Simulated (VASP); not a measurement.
Computed with PBEsol GGA, VASP's PBE PAW potentials (set 64) (plane waves; VASP 6.6.1).

Input for VASP

**KPOINTS**
```
Automatic mesh
0
Gamma
15 15 15
0 0 0
```

**INCAR**
```
SYSTEM = TiC
PREC = Accurate
ENCUT = 620
EDIFF = 1E-6
NELM = 100
ALGO = Normal
LREAL = .FALSE.
LASPH = .TRUE.
ISMEAR = 1
SIGMA = 0.1
GGA = PS
LMAXMIX = 4
LWAVE = .FALSE.
LCHARG = .FALSE.
IBRION = 2
ISIF = 3
NSW = 40
EDIFFG = -0.02
PSTRESS = 450
```

POSCAR:
```
TiC
1.0
  0.0000000000   2.0555175764   2.0555175764
  2.0555175764   0.0000000000   2.0555175764
  2.0555175764   2.0555175764   0.0000000000
Ti C
1 1
Cartesian
  2.0555175764   4.1110351528   2.0555175764
  2.0555175764   2.0555175764   2.0555175764
```

POTCAR, in this order: Ti_sv C (PBE.64 set). Program: vasp_std.

The resulting files:

File OSZICAR:
```
       N       E                     dE             d eps       ncg     rms          rms(c)
DAV:   1     0.127252281635E+03    0.12725E+03   -0.94366E+03  2880   0.184E+03
DAV:   2    -0.143055215438E+02   -0.14156E+03   -0.13496E+03  2992   0.414E+02
DAV:   3    -0.239749360817E+02   -0.96694E+01   -0.92512E+01  3712   0.101E+02
DAV:   4    -0.244672115716E+02   -0.49228E+00   -0.49152E+00  3732   0.214E+01
DAV:   5    -0.244826525026E+02   -0.15441E-01   -0.15439E-01  3852   0.326E+00    0.234E+01
DAV:   6    -0.197615444840E+02    0.47211E+01   -0.24653E+01  3280   0.711E+01    0.671E+00
DAV:   7    -0.194914297545E+02    0.27011E+00   -0.25802E+00  3152   0.230E+01    0.647E+00
DAV:   8    -0.194980615722E+02   -0.66318E-02   -0.28158E-01  3056   0.778E+00    0.939E-01
DAV:   9    -0.194963798145E+02    0.16818E-02   -0.27853E-02  4096   0.237E+00    0.993E-01
DAV:  10    -0.194939445302E+02    0.24353E-02   -0.10480E-02  3076   0.175E+00    0.244E-01
DAV:  11    -0.194938370444E+02    0.10749E-03   -0.43150E-04  3360   0.251E-01    0.195E-02
DAV:  12    -0.194938368118E+02    0.23260E-06   -0.25467E-05  3128   0.696E-02    0.274E-02
DAV:  13    -0.194938340354E+02    0.27764E-05   -0.93083E-06  3104   0.420E-02    0.543E-03
DAV:  14    -0.194938341556E+02   -0.12020E-06   -0.15536E-07  1604   0.578E-03
   1 F= -.14615231E+02 E0= -.14615249E+02  d E =-.146152E+02
```

OUTCAR:
```
------------------------ aborting loop because EDIFF is reached ----------------------------------------
  FORCE on cell =-STRESS in cart. coord.  units (eV):
  Direction    XX          YY          ZZ          XY          YZ          ZX
  --------------------------------------------------------------------------------------
  Total        4.8718057      4.8718057      4.8718057      0.0000000      0.0000000      0.0000000
  in kB      449.3729892    449.3729892    449.3729892      0.0000000      0.0000000      0.0000000
  external PRESSURE =      -0.6270108 kB  Pullay stress =     450.0000000 kB
  volume of cell :       17.37
      direct lattice vectors                 reciprocal lattice vectors
     0.000000000  2.055517576  2.055517576    -0.243247738  0.243247738  0.243247738
     2.055517576  0.000000000  2.055517576     0.243247738 -0.243247738  0.243247738
     2.055517576  2.055517576  0.000000000     0.243247738  0.243247738 -0.243247738
 POSITION                                       TOTAL-FORCE (eV/Angst)
 -----------------------------------------------------------------------------------
      0.00000      0.00000      0.00000         0.000000      0.000000      0.000000
      2.05552      2.05552      2.05552        -0.000000     -0.000000     -0.000000
 -----------------------------------------------------------------------------------
    total drift:                                0.000000     -0.000000     -0.000000
  FREE ENERGIE OF THE ION-ELECTRON SYSTEM (eV)
  ---------------------------------------------------
  free  energy   TOTEN  =       -19.4938341556 eV

  energy  without entropy=      -19.4938890383  energy(sigma->0) =      -19.49385245
  enthalpy is  TOTEN    =       -14.6152307885 eV   P V=        4.8786033671

 reached required accuracy - stopping structural energy minimisation
```
(Selected blocks of OUTCAR.)

The compound is TiC in the rock salt structure. It was relaxed first under an external pressure of 45 GPa.
